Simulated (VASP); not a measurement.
VASP ran on this input.

POSCAR:
```
Sb
1
    3.1346100000     0.0000000000     0.0000000000
    0.0000000000     3.1346100000     0.0000000000
    0.0000000000     0.0000000000     3.1346100000
Sb
1
Direct
  0.0000000000   0.0000000000   0.0000000000
```

File KPOINTS:
```
Automatic mesh
0
Gamma
11 11 11
0 0 0
```

**INCAR**
```
SYSTEM = Sb
PREC = Accurate
ENCUT = 400
EDIFF = 1E-6
NELM = 100
ALGO = Normal
LREAL = .FALSE.
LASPH = .TRUE.
ISMEAR = 1
SIGMA = 0.1
GGA = PS
LMAXMIX = 4
LWAVE = .FALSE.
LCHARG = .FALSE.
IBRION = 2
ISIF = 3
NSW = 60
EDIFFG = -0.01
```

POTCAR, in this order: Sb (PBE.64 set). Program: vasp_std.

**Question.** Write an equivalent input for Quantum ESPRESSO's pw.x.

**Answer.** One equivalent input (not run):
```
&CONTROL
  calculation = 'vc-relax'
  pseudo_dir = './pseudo'
  outdir = './out'
  tprnfor = .true.
  tstress = .true.
  nstep = 60
  forc_conv_thr = 0.00039
/
&SYSTEM
  ibrav = 0
  nat = 1
  ntyp = 1
  ecutwfc = 80
  occupations = 'smearing'
  smearing = 'methfessel-paxton'
  degauss = 0.00735
  input_dft = 'pbesol'
/
&ELECTRONS
  conv_thr = 7.3e-08
  electron_maxstep = 100
/
&IONS
/
&CELL
/
ATOMIC_SPECIES
  Sb 121.760 Sb.upf
CELL_PARAMETERS angstrom
     3.1346100    0.0000000    0.0000000
     0.0000000    3.1346100    0.0000000
     0.0000000    0.0000000    3.1346100
ATOMIC_POSITIONS crystal
  Sb   0.0000000  0.0000000  0.0000000
K_POINTS automatic
  11 11 11 0 0 0
```
What does not carry over: the potentials are each code's own (VASP's PAW set, PseudoDojo norm-conserving files in pw.x), so ENCUT and ecutwfc are chosen apart and not converted; conv_thr bounds pw.x's estimated SCF error, while EDIFF bounds the energy change between steps; forc_conv_thr acts on force components and is met together with etot_conv_thr.

The structure was generated: Sb was put into the simple-cubic type (Pm-3m), which need not be its known phase. This run relaxes it. Symmetry was kept, so distortions that lower it aren't found.
